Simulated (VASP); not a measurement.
Consider the following.

```yaml
crystal:
  lattice:
    - [2.82225, 0.00000, 0.00000]
    - [0.00000, 2.82225, 0.00000]
    - [0.00000, 0.00000, 2.82225]
  atoms:
    - { symbol: Al, position: [0.50000, 0.50000, 0.50000] }
    - { symbol: Co, position: [0.00000, 0.00000, 0.00000] }
```

Level of theory: AM05 GGA, VASP's PBE PAW potentials (set 64) (plane waves; VASP). Settings: 520 eV cut-off, 12×12×12 Γ-centred mesh, first-order Methfessel-Paxton smearing of 0.10 eV, potentials Al Co.

Problem. Estimate the energy per atom (σ→0), band gap (on the k-mesh) with the smallest direct gap where there is one.

Solution. 
```
Item                                                        Result
------------------------  ----------------------------------------
band gap (on the k-mesh)  none (metal, semimetal or under 0.01 eV)
energy per atom (σ→0)                               -6.383 eV/atom
```

Only differences to runs with the same potentials and settings are physical.

The compound is CoAl in the CsCl type structure. It was relaxed first. The start is the result of an earlier pass. The run is not spin-polarised, so no magnetic state was tried.
